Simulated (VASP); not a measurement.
Wanted: the native input for a VASP 6.6.1 run.

```yaml
Task: relaxation of cell and atoms
Functional: PBE
Potentials_or_basis: VASP PAW PBE potentials, release 64 (Na_pv, La, Mn_pv, Mo_sv, O)
Cutoff: 520 eV
k_mesh: 3 × 3 × 3
Occupations: gaussian, width 0.15 eV
Spin: collinear spin, ferromagnetic start
Starting_moments: "[0.0, 0.0, 4.0, 1.0, 0.0, 0.0, 0.0, 0.0, 0.0, 0.0] μB"
Further_INCAR_settings: PREC = Normal; LREAL = Auto; ALGO = Fast; EDIFF = 0.0001; IBRION = 2; EDIFFG = -0.08; NSW = 24; ISIF = 3
```

The structure of NaLaMnMoO6 lies in POSCAR:

```
NaLaMnMoO6
1.0
    0.0000000000      4.0559843600      4.0559843600
    4.0559843600      0.0000000000      4.0559843600
    4.0559843600      4.0559843600      0.0000000000
Na La Mn Mo O
1 1 1 1 6
Direct
    0.7500000000      0.7500000000      0.7500000000
    0.2500000000      0.2500000000      0.2500000000
    0.0000000000      0.0000000000      0.0000000000
    0.5000000000      0.5000000000      0.5000000000
    0.7371024800      0.2628975200      0.2628975200
    0.2628975200      0.7371024800      0.7371024800
    0.7371024800      0.2628975200      0.7371024800
    0.2628975200      0.7371024800      0.2628975200
    0.7371024800      0.7371024800      0.2628975200
    0.2628975200      0.2628975200      0.7371024800
```

The cell was built by a generator and needn't be a form met in nature.

One way to write it, as run:

INCAR

```
ALGO = Fast ; EDIFF = 1E-4
EDIFFG = -0.08 ; ENCUT = 520
GGA = PE ; IBRION = 2
ISIF = 3 ; ISMEAR = 0
ISPIN = 2 ; LASPH = True
LCHARG = False ; LMAXMIX = 6
LORBIT = 11 ; LREAL = Auto
LWAVE = False ; MAGMOM = 0 0 4 1 0 0 0 0 0 0
NELM = 60 ; NSW = 24
PREC = Normal ; SIGMA = 0.15
```

KPOINTS

```
k-points
0
Gamma
  3 3 3
```

Potentials or basis: VASP PAW PBE potentials, release 64 (Na_pv, La, Mn_pv, Mo_sv, O).

Launch:

```console
$ cat potpaw_PBE.64/Na_pv/POTCAR potpaw_PBE.64/La/POTCAR potpaw_PBE.64/Mn_pv/POTCAR potpaw_PBE.64/Mo_sv/POTCAR potpaw_PBE.64/O/POTCAR > POTCAR
$ mpirun -np 4 vasp_std > vasp.out
```

It gave:

The relaxed volume is 11.63 Å³/atom, the relaxed cell is a = 5.479 Å, b = 5.479 Å, c = 5.479 Å, α = 60.00°, β = 60.00°, γ = 60.00° and the space group after relaxing (to 0.05 Å) is F-43m (No. 216). The energy gained by relaxing is 91.0 meV/atom, the ionic steps are 10 and the pressure after relaxing is -0.5 GPa. The largest force after relaxing is 0.067 eV/Å and the band gap on the k mesh is none (metal or under the smearing width). The net moment is 1.59 μB per cell and the site moments are Na -0.00; La -0.04; Mn +2.29; Mo -0.69; O +0.01 μB. The valence electrons inside the program's atomic spheres are Na 6.01; La 8.38; Mn 11.73; Mo 12.40; O 5.03.

Caveat: the k mesh is coarse (spacing up to 0.45 Å⁻¹), so the values aren't converged; a cell with one magnetic atom can't hold antiferromagnetic order, which such compounds often take; semilocal functionals often make such compounds metallic where correlation or magnetic order opens a gap, which also shifts bond lengths; the relaxation stopped at a loose force limit of 0.08 eV/Å, so its end isn't a converged minimum.

It took 3.9 min on 4 MPI ranks on Intel(R) Xeon(R) Platinum 8375C CPU @ 2.90GHz (Ice Lake), with other jobs on the host, peak memory 0.16 GiB a rank.
